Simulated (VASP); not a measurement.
Data:

```xyz
9
Lattice="6.4976 0.0000 0.0000 -3.2488 5.6271 0.0000 0.0000 0.0000 2.8600" Properties=species:S:1:pos:R:3 pbc="T T T"
Mo    -1.6999     5.6271     0.0000
Mo     5.7232     1.3414     0.0000
Mo     2.4744     4.2857     0.0000
Mo     3.7562     0.0000     1.4300
Mo     4.6196     3.2529     1.4300
Mo     1.3707     2.3742     1.4300
N      0.0000     0.0000     1.4300
N      0.0000     3.7514     0.0000
N      3.2488     1.8757     0.0000
```

Computed with PBEsol GGA, VASP's PBE PAW potentials (set 64) (plane waves; VASP). Run with 520 eV cut-off, 6×6×12 Γ-centred mesh, tetrahedra with Blöchl corrections, potentials Mo_sv N.

For a metal the tetrahedron method with Blöchl corrections gives inexact stress and forces.

Task: Give the force on each atom (eV/Å).

Result: 
| atom | Fx | Fy | Fz |
|---|---|---|---|
| Mo1 | -0.016 | 0.000 | 0.000 |
| Mo2 | 0.008 | -0.014 | 0.000 |
| Mo3 | 0.008 | 0.014 | 0.000 |
| Mo4 | -0.055 | 0.000 | 0.000 |
| Mo5 | 0.028 | -0.048 | 0.000 |
| Mo6 | 0.028 | 0.048 | 0.000 |
| N7 | 0.000 | 0.000 | 0.000 |
| N8 | 0.000 | 0.000 | 0.000 |
| N9 | 0.000 | 0.000 | 0.000 |

Task: Give the stress tensor in GPa (positive for a compressed cell).

Result: 
```
0.03  0.00  0.00
0.00  0.03  0.00
0.00  0.00  0.36
```
The pressure is its mean diagonal, 0.14 GPa.

The structure was generated: Mo2N was put into the Fe2P type (P-62m), which need not be its known phase. It was relaxed first. The electron count is odd and the run is not spin-polarised, which forces a metal.
